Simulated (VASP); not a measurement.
ZrB2 (AlB2 type): the lattice constant a from VASP (plane waves, PAW) at several levels of theory. Static lattice.  The measured value holds thermal and zero-point effects that the static calculation lacks.

```json
[
 {"level": "LDA", "lattice constant a (Å)": "3.135", "error against measurement": "-1.1 %"},
 {"level": "PBE", "lattice constant a (Å)": "3.172", "error against measurement": "+0.1 %"},
 {"level": "PBEsol", "lattice constant a (Å)": "3.157", "error against measurement": "-0.4 %"},
 {"level": "RPBE", "lattice constant a (Å)": "3.188", "error against measurement": "+0.6 %"},
 {"level": "AM05", "lattice constant a (Å)": "3.155", "error against measurement": "-0.5 %"},
 {"level": "PBE-D3(BJ)", "lattice constant a (Å)": "3.146", "error against measurement": "-0.8 %"},
 {"level": "PBE-D4", "lattice constant a (Å)": "3.154", "error against measurement": "-0.5 %"},
 {"level": "optB88-vdW", "lattice constant a (Å)": "3.169", "error against measurement": "-0.0 %"},
 {"level": "rev-vdW-DF2", "lattice constant a (Å)": "3.164", "error against measurement": "-0.2 %"},
 {"level": "SCAN", "lattice constant a (Å)": "3.161", "error against measurement": "-0.3 %"},
 {"level": "r2SCAN", "lattice constant a (Å)": "3.168", "error against measurement": "-0.1 %"}
]
```

Measured: 3.170 Å (as given by Yanhui Zhang et al., Acta Materialia (2020), arXiv:1911.03307).

The cell of the LDA run:

Space group P6/mmm (No. 191); a = b = 3.135 Å, c = 3.492 Å, α = β = 90.00°, γ = 120.00°

| atom | site | symmetry | x | y | z |
|---|---|---|---|---|---|
| Zr | 1a | 6/mmm | 0.0000 | 0.0000 | 0.0000 |
| B | 2d | -6m2 | 0.3333 | 0.6667 | 0.5000 |

Only levels that ran to the end are used. Left out are those held back, those with too coarse a band path, GW runs whose mesh misses a band edge, hybrids' fits of cells that aren't cubic and levels without matching references; a question may draw on a part of the rest.

The compound is ZrB2 in the AlB2 type structure.
